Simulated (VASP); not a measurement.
A convergence study with VASP on Hf (hcp): a few settings are varied, all else stays as given below, so the limit is that of these other settings. The cell's lengths are 1 % over those of the tabulated start and one atom is moved, so it is off equilibrium.

```
CELL_PARAMETERS angstrom
      1.61095    -2.79025     0.00000
      1.61095     2.79025     0.00000
      0.00000     0.00000     5.10050
ATOMIC_POSITIONS crystal
  Hf 0.33333 0.66667 0.25000
  Hf 0.68548 0.35214 0.75000
```

Method: LDA (Ceperley-Alder, Perdew-Zunger), VASP's LDA PAW potentials (set 64) (plane waves; VASP 6.6.1). The last row used: 900 eV cut-off, 11×11×6 Γ-centred mesh, first-order Methfessel-Paxton smearing of 0.10 eV, potentials Hf_sv.

Unless said otherwise, spin-orbit coupling is left out, though it shifts the bands of the heavy elements here. Energies of different potentials or hybrids have different zeros.

```
setting                    E (eV/atom)  pressure (GPa)  plane waves
-------------------------  -----------  --------------  -----------
ENCUT = 520, POTCAR Hf_pv     -10.6231             ___         1254
ENCUT = 700, POTCAR Hf_pv     -10.6233           -9.73         1942
ENCUT = 900, POTCAR Hf_pv     -10.6231           -9.71         2836
ENCUT = 300, POTCAR Hf        -10.6635          -10.60          557
ENCUT = 400, POTCAR Hf        -10.6623          -10.53          842
ENCUT = 520, POTCAR Hf        -10.6623          -10.52         1254
ENCUT = 700, POTCAR Hf        -10.6621          -10.52         1942
ENCUT = 900, POTCAR Hf        -10.6620          -10.52         2836
ENCUT = 300, POTCAR Hf_sv     -13.4493          -10.24          557
ENCUT = 400, POTCAR Hf_sv     -13.4528          -10.44          842
ENCUT = 520, POTCAR Hf_sv     -13.4548           -9.84         1254
ENCUT = 700, POTCAR Hf_sv     -13.4546           -9.85         1942
ENCUT = 900, POTCAR Hf_sv     -13.4546           -9.82         2836
```

### Question
What belongs in the gaps?

### Answer

- ENCUT = 520, POTCAR Hf_pv, pressure (GPa): -9.74

Left out are rungs that failed or repeat a setting and relaxations that didn't move; long series are thinned to 24 rows.

The compound is Hf in the hcp structure. The cell was not relaxed at this level, it is distorted from the ideal structure.
